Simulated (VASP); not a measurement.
Zr2Al3, 10 atoms in the cell. The structure is orthorhombic, space group Fdd2 (No. 43). The conventional cell has a = 9.556 Å, b = 13.836 Å, c = 5.539 Å, α = 90.00°, β = 90.00°, γ = 90.00°. Zr (site symmetry 1) has 9 Al at 2.85 to 3.18 Å as nearest neighbours. Al (site symmetry 2) has 4 Al at 2.65 to 2.69 Å and 4 Zr at 2.85 to 2.90 Å as nearest neighbours. Around Al (site symmetry 1) lie 4 Al at 2.65 to 2.78 Å and 6 Zr at 2.88 to 3.05 Å. The cell comes from a database or a generator and needn't be the stable form of this composition.

* Program: VASP 6.6.1
* Task: relaxation of cell and atoms
* Functional: PBEsol
* Potentials or basis: VASP PAW PBE potentials, release 64 (Zr_sv, Al)
* Cutoff: 600 eV
* k mesh: 8 × 8 × 8
* Occupations: methfessel-paxton, width 0.1 eV
* Spin: no spin polarisation
* Further INCAR settings: ALGO = Normal; EDIFF = 1e-07; IBRION = 2; EDIFFG = -0.005; NSW = 90; ISIF = 3

Potentials or basis: VASP PAW PBE potentials, release 64 (Zr_sv, Al).

The run is started by

```sh
$ cat potpaw_PBE.64/Zr_sv/POTCAR potpaw_PBE.64/Al/POTCAR > POTCAR
$ mpirun -np 4 vasp_std > vasp.out
```

Hardware: 4 MPI ranks on Intel(R) Xeon(R) 6975P-C (Granite Rapids), with other jobs on the host.

Problem. How long does it take, and how much memory?

Solution. It took 4.2 min on 4 MPI ranks on Intel(R) Xeon(R) 6975P-C (Granite Rapids) (shared host), peak memory 0.91 GiB a rank. Counts: scf iterations 14, k points 95, ion steps 1.
